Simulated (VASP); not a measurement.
```
Ni
1.0
    0.00000     1.73748     1.73748
    1.73748     0.00000     1.73748
    1.73748     1.73748     0.00000
Ni
1
Direct
  0.00000   0.00000   0.00000
```
Starting moments (μB, in the order of the record's atoms Ni): 0.6.

Level of theory: PBE GGA with D3 dispersion (zero damping), VASP's PBE PAW potentials (set 64) (plane waves; VASP). Numerical set-up: 520 eV cut-off, 20×20×20 Γ-centred mesh, tetrahedra with Blöchl corrections, potentials Ni.

Task: Predict the cell moment, energy per atom (σ→0), band gap (on the k-mesh) with the smallest direct gap where there is one.

Result: 
The band gap (on the k-mesh) comes out as none (metal, semimetal or under 0.01 eV) and the cell moment is 0.61 μB. The energy per atom (σ→0) is -5.873 eV/atom.

Task: Give the moment on each site (PAW-sphere projection).

Result: 
| site | moment (μB) |
|---|---|
| Ni1 | 0.61 |

The absolute energy has meaning only against runs of the same code, potentials and settings.

The compound is Ni in the fcc structure. It was relaxed first.
